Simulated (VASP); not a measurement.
Here is the system:

```yaml
crystal:
  lattice:
    - [0.00000, 3.19500, 3.19500]
    - [3.19500, 0.00000, 3.19500]
    - [3.19500, 3.19500, 0.00000]
  atoms:
    - { symbol: Ba, position: [0.00000, 0.00000, 0.00000] }
    - { symbol: S, position: [0.50000, 0.50000, 0.50000] }
```

Method: G0W0 on PBE orbitals, VASP's PBE PAW potentials (set 64) (plane waves; VASP). Numerical set-up: PREC = Normal, 500 eV cut-off, 4×4×4 Γ-centred mesh, Gaussian smearing of 0.010 eV, potentials Ba_sv_GW S_GW.

The mesh is coarse and the basis finite, so the quasiparticle values are not converged.

NBANDS = 64, ENCUTGW = 150 eV, NOMEGA = 64. The PBE levels (eV) that the step starts from are:

```json
[
 {"state": "k1 (0.00, 0.00, 0.00), band 5", "KS energy": "-7.27", "filling": "2"},
 {"state": "k1 (0.00, 0.00, 0.00), band 6", "KS energy": "3.01", "filling": "2"},
 {"state": "k1 (0.00, 0.00, 0.00), band 7", "KS energy": "3.01", "filling": "2"},
 {"state": "k1 (0.00, 0.00, 0.00), band 8", "KS energy": "3.01", "filling": "2"},
 {"state": "k1 (0.00, 0.00, 0.00), band 9", "KS energy": "6.69", "filling": "0"},
 {"state": "k1 (0.00, 0.00, 0.00), band 10", "KS energy": "6.98", "filling": "0"},
 {"state": "k1 (0.00, 0.00, 0.00), band 11", "KS energy": "6.98", "filling": "0"},
 {"state": "k1 (0.00, 0.00, 0.00), band 12", "KS energy": "6.98", "filling": "0"},
 {"state": "k2 (0.25, 0.00, 0.00), band 5", "KS energy": "-6.49", "filling": "2"},
 {"state": "k2 (0.25, 0.00, 0.00), band 6", "KS energy": "1.92", "filling": "2"},
 {"state": "k2 (0.25, 0.00, 0.00), band 7", "KS energy": "2.44", "filling": "2"},
 {"state": "k2 (0.25, 0.00, 0.00), band 8", "KS energy": "2.44", "filling": "2"},
 {"state": "k2 (0.25, 0.00, 0.00), band 9", "KS energy": "7.14", "filling": "0"},
 {"state": "k2 (0.25, 0.00, 0.00), band 10", "KS energy": "7.82", "filling": "0"},
 {"state": "k2 (0.25, 0.00, 0.00), band 11", "KS energy": "7.82", "filling": "0"},
 {"state": "k2 (0.25, 0.00, 0.00), band 12", "KS energy": "8.47", "filling": "0"},
 {"state": "k7 (0.50, 0.50, 0.00), band 5", "KS energy": "-7.19", "filling": "2"},
 {"state": "k7 (0.50, 0.50, 0.00), band 6", "KS energy": "2.56", "filling": "2"},
 {"state": "k7 (0.50, 0.50, 0.00), band 7", "KS energy": "2.91", "filling": "2"},
 {"state": "k7 (0.50, 0.50, 0.00), band 8", "KS energy": "2.91", "filling": "2"},
 {"state": "k7 (0.50, 0.50, 0.00), band 9", "KS energy": "5.22", "filling": "0"},
 {"state": "k7 (0.50, 0.50, 0.00), band 10", "KS energy": "9.03", "filling": "0"},
 {"state": "k7 (0.50, 0.50, 0.00), band 11", "KS energy": "9.12", "filling": "0"},
 {"state": "k7 (0.50, 0.50, 0.00), band 12", "KS energy": "10.61", "filling": "0"}
]
```

**Question.** Give the quasiparticle energies and renormalisation factors Z.

**Answer.** 
```csv
state,QP energy (eV),Z
"k1 (0.00, 0.00, 0.00), band 5",-7.77,0.69
"k1 (0.00, 0.00, 0.00), band 6",2.47,0.75
"k1 (0.00, 0.00, 0.00), band 7",2.47,0.75
"k1 (0.00, 0.00, 0.00), band 8",2.47,0.75
"k1 (0.00, 0.00, 0.00), band 9",7.17,0.80
"k1 (0.00, 0.00, 0.00), band 10",7.81,0.79
"k1 (0.00, 0.00, 0.00), band 11",7.81,0.79
"k1 (0.00, 0.00, 0.00), band 12",7.81,0.79
"k2 (0.25, 0.00, 0.00), band 5",-7.09,0.72
"k2 (0.25, 0.00, 0.00), band 6",1.23,0.74
"k2 (0.25, 0.00, 0.00), band 7",1.84,0.74
"k2 (0.25, 0.00, 0.00), band 8",1.84,0.74
"k2 (0.25, 0.00, 0.00), band 9",7.88,0.79
"k2 (0.25, 0.00, 0.00), band 10",8.75,0.78
"k2 (0.25, 0.00, 0.00), band 11",8.75,0.78
"k2 (0.25, 0.00, 0.00), band 12",9.10,0.78
"k7 (0.50, 0.50, 0.00), band 5",-7.66,0.70
"k7 (0.50, 0.50, 0.00), band 6",1.91,0.75
"k7 (0.50, 0.50, 0.00), band 7",2.34,0.75
"k7 (0.50, 0.50, 0.00), band 8",2.34,0.75
"k7 (0.50, 0.50, 0.00), band 9",5.78,0.80
"k7 (0.50, 0.50, 0.00), band 10",10.31,0.79
"k7 (0.50, 0.50, 0.00), band 11",10.11,0.78
"k7 (0.50, 0.50, 0.00), band 12",11.90,0.76
```
On the mesh the gap opens from 2.20 to 3.31 eV.

The compound is BaS in the rock salt structure. The cell was not relaxed at this level. The k-mesh is coarse (spacing up to 0.43 per Å, 2π included), so the numbers may not be converged in it.
